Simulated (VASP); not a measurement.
# TeRu: single point with LDA+U

The system is TeRu.

```xyz
2
Lattice="3.7951 0.0000 0.0000 -1.8975 3.2866 0.0000 0.0000 0.0000 3.7038" Properties=species:S:1:pos:R:3 pbc="T T T"
Ru    0.0000    0.0000    0.0000
Te    1.8975    1.0955    1.8519
```

The cell comes from a database or a generator and needn't be the stable form of this composition.

```yaml
Program: VASP 6.6.1
Task: single point
Functional: LDA
Potentials_or_basis: VASP PAW LDA potentials, release 64 (Ru_pv, Te)
Cutoff: 520 eV
k_mesh: 6 × 6 × 5
Occupations: gaussian, width 0.05 eV
Spin: collinear spin, zero start
Starting_moments: "[0.0, 0.0] μB"
Hubbard_terms: Ru d U = 8 eV
```

```yaml
Pressure: -9.2 GPa
Band_gap_on_the_k_mesh: none (metal or under the smearing width)
Net_moment: -0.09 μB per cell
Site_moments: Ru -0.21; Te +0.08 μB
Valence_electrons_inside_the_program's_atomic_spheres: Ru 12.48; Te 3.40
```

Stress tensor (GPa, compression positive):
```
 -7.76   0.00   0.00
  0.00  -7.76   0.00
  0.00   0.00 -12.02
```

Levels at points of the mesh, in eV from the Fermi level:
Spin up:
```
           k point  band 7  band 8  band 9  band 10  band 11  band 12  band 13  band 14
(0.00, 0.00, 0.00)   -3.88   -1.08    1.09     1.09     1.45     1.45     2.97     6.25
(0.50, 0.00, 0.00)   -2.66   -2.06   -1.87    -1.12     0.91     3.53     4.07     6.34
```
Spin down:
```tsv
k point	band 8	band 9	band 10	band 11	band 12	band 13
(0.00, 0.00, 0.00)	-1.05	0.18	0.18	1.49	1.49	2.96
(0.50, 0.00, 0.00)	-2.26	-2.10	-1.09	0.02	3.11	4.07
```

Eigenvalues of the final occupation matrices:
```tsv
site	spin	trace	eigenvalues
site 1 d	1	2.99	0.20 0.20 0.85 0.85 0.89
site 1 d	2	3.19	0.30 0.30 0.85 0.85 0.89
```

Wall time 47 s on 1 thread of AMD EPYC 7R43 64-Core Processor (Zen 3) (shared host), peak memory 0.13 GiB.

Caveat: the U is typed as a test and isn't derived for this compound. The run has no spin-orbit coupling, so splittings on Te are missing.
